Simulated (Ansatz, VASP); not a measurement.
**Pb2CO2 in VASP and in Ansatz**

```
Pb O C
1.0
     0.00000    3.80526    0.00000
     3.80526    0.00000    0.00000
     1.90263    1.90263   -6.22220
Pb O C
2 2 1
Cartesian
  1.9026 1.9026 -4.4096
  3.8053 3.8053 -1.8126
  1.9026 3.8053 -3.1111
  3.8053 1.9026 -3.1111
  1.9026 1.9026 0.0000
```

Alike in both runs: functional PBE; k mesh 7 × 7 × 7; no spin polarisation.

Ansatz relaxed the structure, and its values are those at the end. VASP's run is a single point on that final structure, the one shown.

|  | VASP | Ansatz |
| --- | --- | --- |
| version | VASP 6.6.1 | Ansatz 0.2.0 |
| potentials or method | VASP PAW PBE potentials, release 64 (Pb_d, O, C) | PAW plane waves |
| plane-wave cutoff (eV) | 520 | 420 |
| occupations | fermi-dirac, width 0.1 eV | fermi-dirac |
| valence electrons in the cell | 44 | 44 |

|  | VASP | Ansatz | Ansatz less VASP |
| --- | --- | --- | --- |
| pressure (GPa) | 0.1 | 0.0 | -0.07 |
| rms of the force components (eV/Å) | 0.014 | 0.001 | -0.0137 |

The runs have no spin-orbit coupling, so splittings on Pb are missing.
